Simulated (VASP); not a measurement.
# AgB2 (P6/mmm) in VASP: notebook

One crystal, AgB2, is run at these levels: vdW-DF-cx, rev-vdW-DF2, LDA, r2SCAN; tasks: relaxation of cell and atoms, single point.

All numbers are computed with VASP 6.6.1; they aren't measurements. Logs are shortened: lines on timing, memory, paths and dates and some standing lists are left out, and cuts for length are marked.

## Step 1: Starting point

It takes space group P6/mmm (No. 191, hexagonal). Conventional cell: a = 3.000 Å, b = 3.000 Å, c = 3.240 Å, α = 90.00°, β = 90.00°, γ = 120.00°. Ag (site symmetry 6/mmm) is surrounded by 12 B at 2.37 Å. B (site symmetry -6m2) is surrounded by 3 B at 1.73 Å.

## Step 2: Relaxation of cell and atoms, vdW-DF-cx

Contents of INCAR:

```
SYSTEM = AgB2
AGGAC = 0.0
ALGO = Normal
EDIFF = 1E-6
EDIFFG = -0.02
ENCUT = 600
GGA = CX
IBRION = 2
ISIF = 3
ISMEAR = -1
LASPH = .True.
LCHARG = .False.
LREAL = .False.
LUSE_VDW = .True.
LWAVE = .False.
NELM = 80
NSW = 40
PREC = Accurate
SIGMA = 0.05
```

Contents of KPOINTS:

```
k-points
0
Gamma
  10 10 8
  0 0 0
```

Contents of POSCAR:

```
AgB2
1.0
    3.0000000000      0.0000000000      0.0000000000
   -1.5000000000      2.5980762114      0.0000000000
    0.0000000000      0.0000000000      3.2400000000
Ag B
1 2
Direct
    0.0000000000      0.0000000000      0.0000000000
    0.6666666667      0.3333333333      0.5000000000
    0.3333333333      0.6666666667      0.5000000000
```

Potentials or basis: VASP PAW PBE potentials, release 64 (Ag, B).

Run with:

```console
$ cat potpaw_PBE.64/Ag/POTCAR potpaw_PBE.64/B/POTCAR > POTCAR
$ mpirun -np 1 vasp_std > vasp.out
```

OUTCAR:

```text
SYSTEM = AgB2
   EDIFF = 1E-6
   EDIFFG = -0.02
   ENCUT = 600
   GGA = CX
   IBRION = 2
   ISIF = 3
   ISMEAR = -1
   LASPH = .True.
   LREAL = .False.
   NELM = 80
   NSW = 40
   PREC = Accurate

 ion  position               nearest neighbor table
   1  0.000  0.000  0.000-   2 2.37   3 2.37   2 2.37   3 2.37   2 2.37   2 2.37   3 2.37   3 2.37
                             2 2.37   2 2.37   3 2.37   3 2.37
   2  0.667  0.333  0.500-   3 1.73   3 1.73   3 1.73   1 2.37   1 2.37   1 2.37   1 2.37   1 2.37
                             1 2.37
   3  0.333  0.667  0.500-   2 1.73   2 1.73   2 1.73   1 2.37   1 2.37   1 2.37   1 2.37   1 2.37
                             1 2.37

  LATTYP: Found a hexagonal cell.
 ALAT       =     3.0000000000
 C/A-ratio  =     1.0800000000

  Lattice vectors:

 A1 = (   3.0000000000,   0.0000000000,   0.0000000000)
 A2 = (  -1.5000000000,   2.5980762114,   0.0000000000)
 A3 = (   0.0000000000,   0.0000000000,   3.2400000000)

Analysis of symmetry for initial positions (statically):
=====================================================================
 Subroutine PRICEL returns:
 Original cell was already a primitive cell.

 Routine SETGRP: Setting up the symmetry group for a
 hexagonal supercell.

 Subroutine GETGRP returns: Found 24 space group operations
 (whereof 24 operations were pure point group operations)
 out of a pool of 24 trial point group operations.

The static configuration has the point symmetry D_6h.

Analysis of symmetry for dynamics (positions and initial velocities):
=====================================================================
 Subroutine PRICEL returns:
 Original cell was already a primitive cell.

 Routine SETGRP: Setting up the symmetry group for a
 hexagonal supercell.

 Subroutine GETGRP returns: Found 24 space group operations
 (whereof 24 operations were pure point group operations)
 out of a pool of 24 trial point group operations.

The dynamic configuration has the point symmetry D_6h.

 Subroutine INISYM returns: Found 24 space group operations
 (whereof 24 operations are pure point group operations),
 and found     1 'primitive' translations

----------------------------------------------------------------------------------------

                                     Primitive cell

  volume of cell :      25.2533

  direct lattice vectors                    reciprocal lattice vectors
     3.000000000  0.000000000  0.000000000     0.333333333  0.192450090  0.000000000
    -1.500000000  2.598076211  0.000000000     0.000000000  0.384900179  0.000000000
     0.000000000  0.000000000  3.240000000     0.000000000  0.000000000  0.308641975

  length of vectors
     3.000000000  3.000000000  3.240000000     0.384900179  0.384900179  0.308641975

  position of ions in fractional coordinates (direct lattice)
     0.000000000  0.000000000  0.000000000
     0.666666667  0.333333333  0.500000000
     0.333333333  0.666666667  0.500000000

  ion indices of the primitive-cell ions
   primitive index   ion index
                 1           1
                 2           2
                 3           3

----------------------------------------------------------------------------------------

 KPOINTS: k-points

Automatic generation of k-mesh.
 Grid dimensions read from file:
 generate k-points for:   10   10    8

 Generating k-lattice:

  Cartesian coordinates                     Fractional coordinates (reciprocal lattice)
     0.033333333  0.019245009  0.000000000     0.100000000  0.000000000  0.000000000
     0.000000000  0.038490018  0.000000000     0.000000000  0.100000000  0.000000000
     0.000000000  0.000000000  0.038580247     0.000000000  0.000000000  0.125000000

  Length of vectors
     0.038490018  0.038490018  0.038580247

  Shift w.r.t. Gamma in fractional coordinates (k-lattice)
     0.000000000  0.000000000  0.000000000

 Subroutine IBZKPT returns following result:
 ===========================================

 Found     70 irreducible k-points:

 Following reciprocal coordinates:
            Coordinates               Weight
  0.000000  0.000000  0.000000      1.000000
  0.100000 -0.000000  0.000000      6.000000
  0.200000 -0.000000  0.000000      6.000000
  0.300000 -0.000000  0.000000      6.000000
  0.400000 -0.000000  0.000000      6.000000
  0.500000 -0.000000  0.000000      3.000000
[... 16 lines left out ...]
  0.300000  0.100000  0.125000     24.000000
  0.400000  0.100000  0.125000     24.000000
 [... further k-points ...]
   k-points           NKPTS =     70   k-points in BZ     NKDIM =     70   number of bands    NBANDS=     12
   number of dos      NEDOS =    301   number of ions     NIONS =      3
   total plane-waves  NPLWV =  16128
   dimension x,y,z NGX =    24 NGY =   24 NGZ =   28
   dimension x,y,z NGXF=    48 NGYF=   48 NGZF=   56
   ions per type =               1   2
   NGX,Y,Z   is equivalent  to a cutoff of  13.30, 13.30, 14.37 a.u.
   NGXF,Y,Z  is equivalent  to a cutoff of  26.60, 26.60, 28.73 a.u.
 SYSTEM =  AgB2
   PREC   = accura    normal or accurate (medium, high low for compatibility)
   ISTART =      0    job   : 0-new  1-cont  2-samecut
   ICHARG =      2    charge: 1-file 2-atom 10-const
   ISPIN  =      1    spin polarized calculation?
   LNONCOLLINEAR =      F non collinear calculations
   LSORBIT =      F    spin-orbit coupling
   LASPH  =      T    aspherical Exc in radial PAW
   ENCUT  =  600.0 eV  44.10 Ry    6.64 a.u.   5.99  5.99  6.47*2*pi/ulx,y,z
   NELM   =     80;   NELMIN=  2; NELMDL= -5     # of ELM steps
   EDIFF  = 0.1E-05   stopping-criterion for ELM
   LREAL  =      F    real-space projection
   EDIFFG = -.2E-01   stopping-criterion for IOM
   NSW    =     40    number of steps for IOM
   IBRION =      2    ionic relax: 0-MD 1-quasi-New 2-CG
   NFREE  =      1    steps in history (QN), initial steepest desc. (CG)
   ISIF   =      3    stress and relaxation
   ISYM   =      2    0-nonsym 1-usesym 2-fastsym
   POTIM  = 0.5000    time-step for ionic-motion
   TEBEG  =    0.0;   TEEND  =   0.0 temperature during run
   PSTRESS=    0.0 pullay stress
   NELECT =      17.0000    total number of electrons
   NUPDOWN=      -1.0000    fix difference up-down
   EMIN   =  10.00;   EMAX   =-10.00  energy-range for DOS
   EFERMI =   0.00;   METHOD = LEGACY
   ISMEAR =    -1;   SIGMA  =   0.05  broadening in eV -4-tet -1-fermi 0-gaus
   EFERMI_NEDOS =   21; number of points for ismear=-14 and -15
   IALGO  =     38    algorithm
   IMIX   =      4    mixing-type and parameters
     AMIX     =   0.40;   BMIX     =  1.00
     AMIX_MAG =   1.60;   BMIX_MAG =  1.00
  volume/ion in A,a.u.               =       8.42        56.81
  Fermi-wavevector in a.u.,A,eV,Ry     =   1.434779  2.711340 28.008838  2.058591
  Thomas-Fermi vector in A             =   2.554150
   LORBIT       =      0    0 simple, 1 ext, 2 COOP (PROOUT), +10 PAW based schemes
   GGA     = CX    functional components
   LHFCALC =     F    Hartree Fock is set to
   AEXX    =    0.0000 exact exchange contribution
   IVDW_NL    =     1    kernel type
   BPARAM     = 6.3000
   IVDW    =     0    specifies the selected vdW correction
   LEPSILON=     F    determine dielectric tensor
   LRPA    =     F    only Hartree local field effects (RPA)
 conjugate gradient relaxation of ions
 non-spin polarized calculation
  energy-cutoff  :      600.00
  volume of cell :       25.25
 maximum number of plane-waves:       862
 NGX is ok and might be reduce to    24
   NGX = 11   NGY = 11   NGZ = 13

--------------------------------------- Ionic step        1  -------------------------------------------

 number of electron      16.9999998 magnetization

 Free energy of the ion-electron system (eV)
  ---------------------------------------------------
  ext. energy  EPLUGINS =         0.00000000
  ---------------------------------------------------
  free energy    TOTEN  =        -9.52764301 eV

  energy without entropy =       -9.51487240  energy(sigma->0) =       -9.52125770

 E-fermi :  10.6760     XC(G=0): -13.3629

 val. band max:       10.6752192945   @ k =   0.2000  -0.0000   0.3750
 cond. band min:      10.6869532653   @ k =   0.2000   0.1000   0.5000
 fundamental gap:      0.0117339708
 Fermi energy:        10.6759631571

 k-point     1 :       0.0000    0.0000    0.0000
  band No.  band energies     occupation
      1      -3.7184      2.00000
      2       3.4950      2.00000
      3       4.0202      2.00000
      4       4.0202      2.00000
      5       5.5892      2.00000
      6       5.5892      2.00000
      7       7.4670      2.00000
      8      11.7500      0.00000
      9      11.7500      0.00000
     10      16.2968      0.00000
     11      16.2968      0.00000
     12      16.3345      0.00000
[... 331 lines left out ...]
 k-point    24 :       0.4000    0.1000    0.1250
  band No.  band energies     occupation
      1      -0.0517      2.00000
      2       1.2025      2.00000
      3       3.4668      2.00000
      4       3.7956      2.00000
      5       4.6232      2.00000
      6       6.0696      2.00000
      7       7.2256      2.00000
      8       7.8189      2.00000
      9      12.7377      0.00000
     10      14.2324      0.00000
     11      17.7819      0.00000
     12      18.7117      0.00000

 [... further k-points ...]
[... 5 lines left out ...]
  --------------------------------------------------------------------------------------
  -------------------------------------------------------------------------------------
  Total        6.2096266      6.2096266     11.3105611      0.0000000      0.0000000      0.0000000
  in kB      393.9652531    393.9652531    717.5903353      0.0000000      0.0000000      0.0000000
  external PRESSURE =     501.8402805 kB  Pullay stress =       0.0000000 kB
[... 297 lines left out ...]
Total vdW correction in eV:      2.4999450

--------------------------------------- Ionic step        9  -------------------------------------------

 number of electron      16.9999994 magnetization

 Free energy of the ion-electron system (eV)
  ---------------------------------------------------
  ext. energy  EPLUGINS =         0.00000000
  ---------------------------------------------------
  free energy    TOTEN  =       -10.66495905 eV

  energy without entropy =      -10.65823509  energy(sigma->0) =      -10.66159707

 E-fermi :   7.2269     XC(G=0): -12.1765

 val. band max:        7.2016547434   @ k =   0.2000  -0.0000   0.0000
 cond. band min:       7.2367993747   @ k =   0.1000   0.1000   0.0000
 fundamental gap:      0.0351446313
 Fermi energy:         7.2268580959

 k-point     1 :       0.0000    0.0000    0.0000
  band No.  band energies     occupation
      1      -4.9763      2.00000
      2       1.4562      2.00000
      3       2.3732      2.00000
      4       2.3732      2.00000
      5       3.3374      2.00000
      6       3.3374      2.00000
      7       3.4520      2.00000
      8       8.5148      0.00000
      9       8.5148      0.00000
     10       8.6630      0.00000
     11      14.7586      0.00000
     12      14.7586      0.00000
[... 331 lines left out ...]
 k-point    24 :       0.4000    0.1000    0.1250
  band No.  band energies     occupation
      1      -1.3933      2.00000
      2      -0.0530      2.00000
      3       1.6179      2.00000
      4       1.7447      2.00000
      5       2.7387      2.00000
      6       3.7749      2.00000
      7       4.3518      2.00000
      8       5.3653      2.00000
      9       8.4865      0.00000
     10      10.3685      0.00000
     11      12.4659      0.00000
     12      14.3453      0.00000

 [... further k-points ...]
[... 5 lines left out ...]
  --------------------------------------------------------------------------------------
  -------------------------------------------------------------------------------------
  Total        0.0143447      0.0143447      0.0012237      0.0000000     -0.0000000      0.0000000
  in kB        0.7304597      0.7304597      0.0623157      0.0000000     -0.0000000      0.0000000
  external PRESSURE =       0.5077450 kB  Pullay stress =       0.0000000 kB
[... 18 lines left out ...]
  FREE ENERGIE OF THE ION-ELECTRON SYSTEM (eV)
  ---------------------------------------------------
  free  energy   TOTEN  =       -10.6649590517 eV

  energy  without entropy=      -10.6582350947  energy(sigma->0) =      -10.66159707

Total vdW correction in eV:      2.4844697

 reached required accuracy - stopping structural energy minimisation
```

Wall time 4.7 min (1 thread of Intel Xeon Platinum 8559C (Emerald Rapids), shared host); peak memory 0.3 GiB.

What came out:

```
Free energy                            : -10.6650 eV
Relaxed volume                         : 10.49 Å³/atom
Relaxed cell                           : a = 3.009 Å, b = 3.009 Å, c = 4.011 Å, α = 90.00°, β = 90.00°, γ = 120.00°
Space group after relaxing (to 0.05 Å) : P6/mmm (No. 191)
Energy gained by relaxing              : 379.1 meV/atom
Ionic steps                            : 9
Pressure after relaxing                : 0.1 GPa
Band gap on the k mesh                 : none (metal or under the smearing width)
```

The path:
```
step  energy change (eV)  largest force (eV/Å)  pressure (GPa)  volume (Å³)
   1              0.0000                0.0000           50.18        25.25
   2             -0.5426                0.0000          -20.02        36.10
   3             -0.8447                0.0000           -3.41        31.21
   4             -1.0461                0.0000           -1.19        31.10
   5             -1.0823                0.0000            7.11        30.61
   6             -1.1308                0.0000            2.46        30.88
   7             -1.1316                0.0000            3.02        30.85
   8             -1.1355                0.0000           -1.67        31.82
   9             -1.1373                0.0000            0.05        31.46
```

Final structure:
```
CELL_PARAMETERS angstrom
3.00944 0.00000 0.00000
-1.50472 2.60625 0.00000
0.00000 0.00000 4.01146
ATOMIC_POSITIONS crystal
Ag 0.00000 0.00000 0.00000
B 0.66667 0.33333 0.50000
B 0.33333 0.66667 0.50000
```

Caveat: the volume moved by over 15 % at a fixed basis, so the end points are rough; the PAW data sets were made with another functional, which shifts forces and pressure a little.

(Part 1 of 3 ends here.)
